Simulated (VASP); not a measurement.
Computed with PBEsol GGA, VASP's PBE PAW potentials (set 64) (plane waves; VASP). For the alloy's cell: Numerical set-up: 400 eV cut-off, 15×15×4 Γ-centred mesh, tetrahedra with Blöchl corrections, potentials Pt Au.

| end member | E (eV/atom) | V (Å³/atom) | gap (eV) |
|---|---|---|---|
| Au (fcc) | -3.9238 | 16.99 | 0.00 |
| Pt (fcc) | -6.9625 | 15.00 | 0.00 |

An ordered cell with a fraction 0.25 of the second end member relaxes to

Au$_{3}$Pt is modelled in the trigonal space group R-3m, hexagonal axes (No. 166), Pearson symbol hR4. Lattice parameters: a = b = 2.8540 Å, c = 27.9240 Å, α = β = 90.00°, γ = 120.00°. Pt on 3a has 6 Au at 2.820 Å and 6 Pt at 2.854 Å (cuboctahedral). Au1 on 6c is coordinated by 3 Pt at 2.820 Å and 9 Au at 2.854–2.882 Å (cuboctahedral). Au2 on 3b is surrounded by 12 Au at 2.854–2.882 Å (cuboctahedral). (Neighbours: up to the widest gap in distance over summed covalent radii, below 1.35, at either atom.)
(The calculation used a cell of 4 atoms; values per cell refer to that cell.)

Unless said otherwise, spin-orbit coupling is left out, though it shifts the bands of the heavy elements here.

Task: Estimate the mixing energy, the deviation from a linear volume and the gap.

Result: Its energy is -4.6722 eV/atom, so the mixing energy is 11 meV/atom. The volume of 16.41 Å³/atom lies -0.5 % from the linear mean. The cell is without a gap at this level.
